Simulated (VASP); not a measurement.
Level of theory: PBE GGA with D4 dispersion, VASP's PBE PAW potentials (set 64) (plane waves; VASP 6.6.1).

VASP ran on this input.

INCAR:
```
ALGO = Normal
EDIFF = 1E-7
ENCUT = 520
GGA = PE
ISIF = 2
ISMEAR = 0
IVDW = 13
LASPH = .TRUE.
LCHARG = .FALSE.
LMAXMIX = 4
LREAL = .FALSE.
LWAVE = .FALSE.
NELM = 100
PREC = Accurate
SIGMA = 0.05
SYSTEM = SrCl2
```

**KPOINTS**
```
kpoints
0
Gamma
6 6 6
```

**POSCAR**
```
SrCl2
1
    0.0000000000     3.4187555194     3.4187555194
    3.4187555194     0.0000000000     3.4187555194
    3.4187555194     3.4187555194     0.0000000000
Sr Cl
1 2
Direct
  0.0000000000   0.0000000000   0.0000000000
  0.2500000000   0.2500000000   0.2500000000
  0.7500000000   0.7500000000   0.7500000000
```

POTCAR, in this order: Sr_sv Cl (PBE.64 set). Program: vasp_std.

Task: What will the output report for the number of irreducible k-points (NKPTS), largest plane-wave count, number of space-group operations, FFT grid (NGX, NGY, NGZ)?

Result: 
The number of irreducible k-points (NKPTS) is 16 and the largest plane-wave count comes out as 2174. The number of space-group operations is 48 and the FFT grid (NGX, NGY, NGZ) comes out as 36 × 36 × 36.

The compound is SrCl2 in the fluorite structure. This cell is one point of a volume scan, at 0.94 of the reference volume.
